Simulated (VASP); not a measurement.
# Calculated records

## 1 units of PbZrO3 (001), ZrO2 faces on Al(100) in VASP

The cell holds 16 atoms: 8 Al, 2 Zr, 5 O and 1 Pb. Cell: a = 4.160 Å, b = 4.160 Å, c = 31.214 Å, α = 90.0°, β = 90.0°, γ = 90.0°. Vacuum lies along c.

```
method                                           : PBEsol with D3(BJ); plane waves and PAW (Al, Zr_sv, O, Pb) (and 1 further level or step)
program                                          : VASP 6.6.1
settings of one run                              : PAW datasets (Al, Zr_sv, O, Pb), PAW release PBE 64, 8×8×1 k-mesh, ENCUT 400 eV, ISMEAR -1, SIGMA 0.1 eV
notes                                            : Values taken over the cell’s volume include its vacuum. Spin-orbit coupling is left out, which matters for the heavy elements here. The cell in the plane was kept as given and was not relaxed here.
work function of the slab                        : 3.41 eV
polarisability per area of the slab or monolayer : 1.17 Å
```

The work function is 3.41 eV at the upper face and 4.43 eV at the lower. The atom that ends on top (O) moved inwards by 0.30 Å, counted from the mean of all atoms.

[Lines on the potential files, build, host, timing and source positions are cut from VASP's logs without a mark.]

[Logs are printed without paths, hosts, clocks, repeated set-up lines and the standing remarks that a program may print on its own settings, such as how far it seeks lower states.]

[Hosts, paths, dates, database ids (printed as entryN), source tags and the programs' standing remarks are cut or masked in the printed files.]

[In band tables of VASP the shares of atoms and orbitals are scaled to a sum of 1 inside the atoms' spheres.]

[Runs that stopped without an error message from VASP are left out.]
